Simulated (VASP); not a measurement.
S (relaxed from the bcc structure, space group Im-3m): computed properties

These are r2SCAN meta-GGA, VASP's PBE PAW potentials (set 64) (plane waves; VASP) values and carry that method's errors.

```json
{
 "space_group": "Im-3m (229)",
 "cell": "a = 3.1631 Å, b = 3.1631 Å, c = 3.1631 Å, α = 90.00°, β = 90.00°, γ = 90.00°",
 "volume_per_atom": "15.82 Å³/atom",
 "band gap (over mesh and band path)": "none (metal, semimetal or under 0.01 eV)",
 "density": "3.36 g/cm³"
}
```

```cif
data_S
_chemical_formula_sum 'S1'
_space_group_name_H-M_alt 'P 1'
_space_group_IT_number 1
_cell_length_a 2.73934
_cell_length_b 2.73934
_cell_length_c 2.73934
_cell_angle_alpha 109.471
_cell_angle_beta 109.471
_cell_angle_gamma 109.471
loop_
_space_group_symop_operation_xyz
  'x, y, z'
loop_
_atom_site_label
_atom_site_type_symbol
_atom_site_fract_x
_atom_site_fract_y
_atom_site_fract_z
_atom_site_occupancy
S1 S 0.00000 0.00000 0.00000 1
```

The structure was generated: S was put into the bcc type (Im-3m), which need not be its known phase. It was relaxed first. Symmetry was kept, so distortions that lower it aren't found.
